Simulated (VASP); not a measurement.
Computed with r2SCAN+rVV10, VASP's PBE PAW potentials (set 64) (plane waves; VASP 6.6.1).

VASP input:

**KPOINTS**
```
kpoints
0
Gamma
9 9 9
0 0 0
```

INCAR:
```
ISMEAR = 1
LMIXTAU = .TRUE.
LWAVE = .FALSE.
LCHARG = .FALSE.
LMAXMIX = 6   # l cut-off of mixed one-centre charges
SYSTEM = AuAl2
PREC = Accurate
LREAL = .FALSE.   # projection in real space or not
ENCUT = 520   # plane-wave cut-off (eV)
ISIF = 2   # forces and stress, cell fixed
ALGO = Normal   # blocked Davidson
BPARAM = 11.95
LUSE_VDW = .TRUE.
SIGMA = 0.1   # width (eV)
EDIFF = 1E-7   # SCF stop (eV)
NELM = 100   # most electronic steps
LASPH = .TRUE.   # aspherical one-centre terms
CPARAM = 0.0093
METAGGA = R2SCAN
```

### POSCAR
```
AuAl2
1
    0.0000000000     3.0244974792     3.0244974792
    3.0244974792     0.0000000000     3.0244974792
    3.0244974792     3.0244974792     0.0000000000
Al Au
2 1
Direct
  0.2500000000   0.2500000000   0.2500000000
  0.7500000000   0.7500000000   0.7500000000
  0.0000000000   0.0000000000   0.0000000000
```

POTCAR, in this order: Al Au (PBE.64 set). Program: vasp_std.

Unless said otherwise, spin-orbit coupling is left out, though it shifts the bands of the heavy elements here.

Problem. Predict the energy per atom (σ→0), pressure, band gap (on the k-mesh).

Solution. 
energy per atom (σ→0): -21.708 eV/atom
band gap (on the k-mesh): none (metal, semimetal or under 0.01 eV)
pressure: -3.14 GPa

File OSZICAR:
```
...
DAV:  11    -0.651239311008E+02    0.34839E-03   -0.84870E-04   968   0.319E-01    0.643E-02
DAV:  12    -0.651243965454E+02   -0.46544E-03   -0.81109E-04   864   0.334E-01    0.113E-02
DAV:  13    -0.651243608589E+02    0.35686E-04   -0.18269E-04   884   0.171E-01    0.971E-03
DAV:  14    -0.651243547838E+02    0.60752E-05   -0.21678E-06  1044   0.172E-02    0.706E-03
DAV:  15    -0.651243532618E+02    0.15220E-05   -0.81004E-07   936   0.960E-03    0.115E-03
DAV:  16    -0.651243520315E+02    0.12303E-05   -0.22057E-07   884   0.524E-03    0.578E-04
DAV:  17    -0.651243520811E+02   -0.49634E-07   -0.54568E-08   508   0.280E-03
   1 F= -.65124352E+02 E0= -.65124221E+02  d E =-.393312E-03
```

The compound is AuAl2 in the fluorite structure. This cell is one point of a volume scan, at 1.03 of the reference volume. The electron count is odd and the run is not spin-polarised, which forces a metal.
